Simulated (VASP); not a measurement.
# CS2 in VASP: further runs, part 2 of 2

VASP 6.6.1.

## (4) Single point, PBE+D3(BJ)

INCAR

```
SYSTEM = CS2
PREC = Accurate
ENCUT = 520
EDIFF = 1E-7
ISMEAR = -1
SIGMA = 0.02
LREAL = Auto
LASPH = .True.
NELM = 100
ALGO = Fast
ISIF = 2
LWAVE = .False.
LCHARG = .True.
GGA = PE
IVDW = 12
LELF = .True.
LVHAR = .True.
NBANDS = 82
```

KPOINTS

```
Automatic mesh
0
Gamma
  1 1 1
  0 0 0
```

POSCAR

```
CS2
1.0
    9.2831780000      0.0000000000      0.0000000000
    0.0000000000      9.2831780000      0.0000000000
    0.0000000000      0.0000000000      9.2831780000
S C
16 8
Direct
    0.1800461006      0.8734185642      0.4331921676
    0.0695451493      0.9848566946      0.1175136360
    0.7648027432      0.7622066495      1.0097404143
    1.0431341508      0.6853041060      0.8412097667
    0.4755483521      0.3155708099     -0.0215335740
    0.5520846417      0.5073585791      0.2504745681
    0.1832885247      0.3626559784      0.2143770161
   -0.1031435571      0.4035902360      0.0501121491
    0.8453678255      0.1692092945      0.7202167189
    0.8957492790      0.1976155149      0.3711875394
    0.6617776800      0.5712052489      0.6454147491
    0.3696040300      0.4576557726      0.5412155191
    0.3803654309      0.6888050622     -0.0692219841
    0.4784352945      0.9125430968      0.1566273964
    0.4581405204      0.1034344058      0.5129170204
    0.2094433609      0.1128492850      0.7446587796
    0.1288998229      0.9177352842      0.2672252972
    0.9130386167      0.7355670655      0.9545653439
    0.5102239772      0.4225600328      0.1126015250
    0.0371424527      0.4009725980      0.1427205209
    0.8888227717      0.1453489312      0.5370359159
    0.5164179767      0.5079079600      0.6030154760
    0.4170339080      0.8078160302      0.0444136695
    0.3245978909      0.1235783694      0.6076475104
```

Potentials or basis: VASP PAW PBE potentials, release 64 (S, C).

Command:

```console
> cat potpaw_PBE.64/S/POTCAR potpaw_PBE.64/C/POTCAR > POTCAR
> mpirun -np 1 vasp_gam > vasp.out
```

OUTCAR:

```text
SYSTEM = CS2
   PREC = Accurate
   ENCUT = 520
   EDIFF = 1E-7
   ISMEAR = -1
   LREAL = Auto
   LASPH = .True.
   NELM = 100
   ISIF = 2
   GGA = PE
   IVDW = 12
 IVDW          = 12

 ion  position               nearest neighbor table
   1  0.180  0.873  0.433-  17 1.66
   2  0.070  0.985  0.118-  17 1.62
   3  0.765  0.762  0.010-  18 1.49
   4  0.043  0.685  0.841-  18 1.67
   5  0.476  0.316  0.978-  19 1.62
   6  0.552  0.507  0.250-  19 1.55
[... 8 lines left out ...]
  15  0.458  0.103  0.513-  24 1.53
  16  0.209  0.113  0.745-  24 1.66
  17  0.129  0.918  0.267-   2 1.62   1 1.66
  18  0.913  0.736  0.955-   3 1.49   4 1.67
  19  0.510  0.423  0.113-   6 1.55   5 1.62
  20  0.037  0.401  0.143-   7 1.55   8 1.56
  21  0.889  0.145  0.537-  10 1.62   9 1.76
  22  0.516  0.508  0.603-  11 1.52  12 1.55
  23  0.417  0.808  0.044-  14 1.53  13 1.57
  24  0.325  0.124  0.608-  15 1.53  16 1.66

  LATTYP: Found a simple cubic cell.
 ALAT       =     9.2831780000

  Lattice vectors:

 A1 = (   9.2831780000,   0.0000000000,   0.0000000000)
[... 203 lines left out ...]
 fundamental gap:      2.3322586992
 Fermi energy:        -1.0608259855

 k-point     1 :       0.0000    0.0000    0.0000
  band No.  band energies     occupation
      1     -16.9032      2.00000
      2     -16.8333      2.00000
      3     -16.7282      2.00000
      4     -16.6813      2.00000
      5     -16.5355      2.00000
      6     -16.4852      2.00000
[... 68 lines left out ...]
     75       1.8901      0.00000
     76       1.9080      0.00000
 [bands above 76 left out]

------------------------ aborting loop because EDIFF is reached ----------------------------------------

 Edisp (eV)   -2.97322

 E8    (eV) :    -1.0107

  FORCE on cell =-STRESS in cart. coord.  units (eV):
  Direction    XX          YY          ZZ          XY          YZ          ZX
  --------------------------------------------------------------------------------------
  -------------------------------------------------------------------------------------
  Total       2.51156    -2.33205   -27.25443     2.89346     1.85168     0.98272
  in kB       5.02995    -4.67044   -54.58303     5.79479     3.70840     1.96811
  external pressure =      -18.07 kB  Pullay stress =        0.00 kB

 VOLUME and BASIS-vectors are now :
 -----------------------------------------------------------------------------
  energy-cutoff  :      520.00
  volume of cell :      800.00
      direct lattice vectors                 reciprocal lattice vectors
     9.283178000  0.000000000  0.000000000     0.107721731  0.000000000  0.000000000
     0.000000000  9.283178000  0.000000000     0.000000000  0.107721731  0.000000000
     0.000000000  0.000000000  9.283178000     0.000000000  0.000000000  0.107721731

 POSITION                                       TOTAL-FORCE (eV/Angst)
 -----------------------------------------------------------------------------------
      1.67140      8.10810      4.02140        -1.304497      0.592049     -3.957533
      0.64560      9.14260      1.09090         1.133926     -1.186164      2.341404
      7.09980      7.07570      0.09042        -3.107413      0.841427      1.857754
      0.40042      6.36180      7.80910        -2.047723      1.119028      2.484459
      4.41460      2.92950      9.08328         0.406506      1.509520      1.794560
      5.12510      4.70990      2.32520        -0.037644      0.181487     -0.360259
[... 16 lines left out ...]
      3.87140      7.49910      0.41230         0.126133     -1.224114     -1.057011
      3.01330      1.14720      5.64090        -2.438391     -0.808407      4.269083
 -----------------------------------------------------------------------------------
    total drift:                                0.005715     -0.002984     -0.015756

  FREE ENERGIE OF THE ION-ELECTRON SYSTEM (eV)
  ---------------------------------------------------
  free  energy   TOTEN  =      -132.8252208352 eV

  energy  without entropy=     -132.8252208351  energy(sigma->0) =     -132.82522084
```

OSZICAR:

```text
N       E                     dE             d eps       ncg     rms          rms(c)
DAV:   1     0.111033491965E+04    0.11103E+04   -0.57248E+04   164   0.134E+03
DAV:   2     0.756517038827E+01   -0.11028E+04   -0.10637E+04   230   0.263E+02
DAV:   3    -0.132611380378E+03   -0.14018E+03   -0.13813E+03   192   0.102E+02
[... 13 lines left out ...]
RMM:  17    -0.129851997572E+03    0.40592E-05   -0.27507E-05   199   0.130E-02    0.133E-02
RMM:  18    -0.129851997093E+03    0.47920E-06   -0.19867E-05   213   0.101E-02    0.498E-03
RMM:  19    -0.129851996312E+03    0.78010E-06   -0.28024E-06   216   0.493E-03    0.637E-03
RMM:  20    -0.129851996028E+03    0.28444E-06   -0.85564E-07   188   0.241E-03    0.355E-03
RMM:  21    -0.129851996033E+03   -0.54279E-08   -0.30153E-07   146   0.161E-03
   1 F= -.13282522E+03 E0= -.13282522E+03  d E =-.166025E-10
```

stdout:

```text
POSCAR found type information on POSCAR S C
 POSCAR found :  2 types and      24 ions
 scaLAPACK will be used
 LDA part: xc-table for (Slater+PW92), standard interpolation
 POSCAR, INCAR and KPOINTS ok, starting setup
 FFT: planning ... GRIDC
 FFT: planning ... GRID_SOFT
 FFT: planning ... GRID
 WAVECAR not read
 entering main loop
```

Run time: 2.8 min. Hardware: 1 thread of Intel Xeon Platinum 8488C (Sapphire Rapids), shared host; peak memory 0.67 GiB.

Results:

* Free energy: -132.8252 eV
* Pressure: -1.8 GPa
* Largest force: 7.074 eV/Å
* Band gap on the k mesh: 2.33 eV, direct
* Dispersion energy per atom: -0.124 eV

Forces on the atoms (eV/Å):
```
S   -1.304  0.592 -3.958
S    1.134 -1.186  2.341
S   -3.107  0.841  1.858
S   -2.048  1.119  2.484
S    0.407  1.510  1.795
S   -0.038  0.181 -0.360
S    0.032  0.459  0.465
S    0.010  0.198  0.268
S    1.247 -1.281 -4.880
S    0.021 -1.480  2.601
S    1.605  0.481  0.653
S   -0.505 -0.058  0.303
S   -0.145  0.540  0.186
S    0.190  0.977  0.789
S    0.819  0.174 -1.015
S    2.084  0.555 -3.029
C    0.020  0.415  1.510
C    4.978 -1.887 -4.658
C   -0.092 -1.845 -1.659
C   -0.094 -0.818 -0.776
C   -1.717  2.671  2.492
C   -1.184 -0.124 -0.622
C    0.126 -1.224 -1.057
C   -2.438 -0.808  4.269
```

Stress tensor (GPa, compression positive):
```
 0.50  0.58  0.20
 0.58 -0.47  0.37
 0.20  0.37 -5.46
```

PBE gaps usually lie below the measured ones, often by a third to a half.
